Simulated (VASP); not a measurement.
An input for Quantum ESPRESSO's pw.x (written as the equivalent of a VASP run, and not itself run):

```
&CONTROL
  calculation = 'vc-relax'
  pseudo_dir = './pseudo'
  outdir = './out'
  tprnfor = .true.
  tstress = .true.
  nstep = 60
  forc_conv_thr = 0.00078
/
&SYSTEM
  ibrav = 0
  nat = 6
  ntyp = 2
  ecutwfc = 84
  occupations = 'smearing'
  smearing = 'gaussian'
  degauss = 0.003675
  input_dft = 'vdw-df2'
/
&ELECTRONS
  conv_thr = 7.3e-08
  electron_maxstep = 100
/
&IONS
/
&CELL
/
ATOMIC_SPECIES
  Ti 47.867 Ti.upf
  O 15.999 O.upf
CELL_PARAMETERS angstrom
     4.6964972   -0.0000000    0.0000000
     0.0000000    4.6964972    0.0000000
     0.0000000    0.0000000    3.0114961
ATOMIC_POSITIONS crystal
  Ti   0.0000000  0.0000000  0.0000000
  Ti   0.5000000  0.5000000  0.5000000
  O    0.3048621  0.3048621  0.0000000
  O    0.8048621  0.1951379  0.5000000
  O    0.1951379  0.8048621  0.5000000
  O    0.6951379  0.6951379  0.0000000
K_POINTS automatic
  4 4 7 0 0 0
```

### Question
Write the VASP files for the same calculation (vdW-DF2).

### Answer
One answer among several that fit: 
**POSCAR**
```
TiO2
1
    4.6964971935    -0.0000000000     0.0000000000
    0.0000000000     4.6964971935     0.0000000000
    0.0000000000     0.0000000000     3.0114961207
Ti O
2 4
Direct
  0.0000000000   0.0000000000   0.0000000000
  0.5000000000   0.5000000000   0.5000000000
  0.3048620688   0.3048620688   0.0000000000
  0.8048620688   0.1951379312   0.5000000000
  0.1951379312   0.8048620688   0.5000000000
  0.6951379312   0.6951379312   0.0000000000
```

INCAR:
```
AGGAC  =  0.0
ALGO  =  Normal
EDIFF  =  1E-6
EDIFFG  =  -0.02
ENCUT  =  520
GGA  =  ML
IBRION  =  2
ISIF  =  3
ISMEAR  =  0
LASPH  =  T
LCHARG  =  F
LMAXMIX  =  4
LREAL  =  F
LUSE_VDW  =  T
LWAVE  =  F
NELM  =  100
NSW  =  60
PREC  =  Accurate
SIGMA  =  0.05
SYSTEM  =  TiO2
ZAB_VDW  =  -1.8867
```

### KPOINTS
```
Automatic mesh
0
Gamma
4 4 7
0 0 0
```

POTCAR, in this order: Ti_sv O (PBE.64 set). Program: vasp_std.

The two are equivalent in intent, not identical: the potentials are each code's own (VASP's PAW set, PseudoDojo norm-conserving files in pw.x), so ENCUT and ecutwfc are chosen apart and not converted; conv_thr bounds pw.x's estimated SCF error, while EDIFF bounds the energy change between steps; forc_conv_thr acts on force components and is met together with etot_conv_thr.

The compound is TiO2 in the rutile structure. This run relaxes it. Symmetry was kept, so distortions that lower it aren't found. The start is the result of an earlier pass.
